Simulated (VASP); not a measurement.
Consider the following.

```yaml
crystal:
  lattice:
    - [-1.51180, 1.51180, 1.51180]
    - [1.51180, -1.51180, 1.51180]
    - [1.51180, 1.51180, -1.51180]
  atoms:
    - { symbol: Rh, position: [0.00000, 0.00000, 0.00000] }
```

Method: PBEsol GGA with spin-orbit coupling, VASP's PBE PAW potentials (set 64) (plane waves; VASP). Run with 400 eV cut-off, 15×15×15 Γ-centred mesh, Gaussian smearing of 0.050 eV, potentials Rh_pv.

### Question
Give the energies of bands 7 to 18 at the high-symmetry points, in eV from the Fermi level.

### Answer

```
band      Γ      H      N      P
----  -----  -----  -----  -----
7     -7.87  -5.99  -5.99  -3.86
8     -7.87  -5.99  -5.99  -3.86
9     -3.09  -5.99  -4.56  -3.86
10    -3.09  -5.99  -4.56  -3.86
11    -3.09   0.99  -0.56  -3.84
12    -3.09   0.99  -0.56  -3.84
13    -2.85   0.99  -0.10  -0.04
14    -2.85   0.99  -0.10  -0.04
15    -0.46   1.30   1.22  -0.04
16    -0.46   1.30   1.22  -0.04
17    -0.46   8.89   1.63   9.55
18    -0.46   8.89   1.63   9.55
```

It has no gap at this level: it comes out as a metal or semimetal.

The structure was generated: Rh was put into the bcc type (Im-3m), which need not be its known phase. It was relaxed first.
